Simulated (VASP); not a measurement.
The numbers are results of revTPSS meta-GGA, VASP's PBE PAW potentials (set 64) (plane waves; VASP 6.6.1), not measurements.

VASP input:

**INCAR**
```
ISIF  =  2
ALGO  =  Normal   # blocked Davidson
LMIXTAU  =  .TRUE.
LWAVE  =  .FALSE.
NELM  =  100   # most electronic steps
METAGGA  =  RTPSS
ISMEAR  =  0
LASPH  =  .TRUE.   # aspherical one-centre terms
LCHARG  =  .FALSE.
SIGMA  =  0.05   # width (eV)
PREC  =  Accurate
EDIFF  =  1E-7   # SCF stop (eV)
LREAL  =  .FALSE.   # projection in real space or not
ENCUT  =  520   # plane-wave cut-off (eV)
SYSTEM  =  KCl
```

**KPOINTS**
```
Automatic mesh
0
Gamma
7 7 7
0 0 0
```

### POSCAR
```
KCl
1
    0.0000000000     3.2208725646     3.2208725646
    3.2208725646     0.0000000000     3.2208725646
    3.2208725646     3.2208725646     0.0000000000
K Cl
1 1
Direct
  0.0000000000   0.0000000000   0.0000000000
  0.5000000000   0.5000000000   0.5000000000
```

POTCAR, in this order: K_sv Cl (PBE.64 set). Program: vasp_std.

**Question.** What will the output report for the number of irreducible k-points (NKPTS), largest plane-wave count, number of space-group operations, FFT grid (NGX, NGY, NGZ)?

**Answer.** 
- number of irreducible k-points (NKPTS): 20
- largest plane-wave count: 1823
- number of space-group operations: 48
- FFT grid (NGX, NGY, NGZ): 36 × 36 × 36

The compound is KCl in the rock salt structure. This cell is one point of a volume scan, at 1.03 of the reference volume.
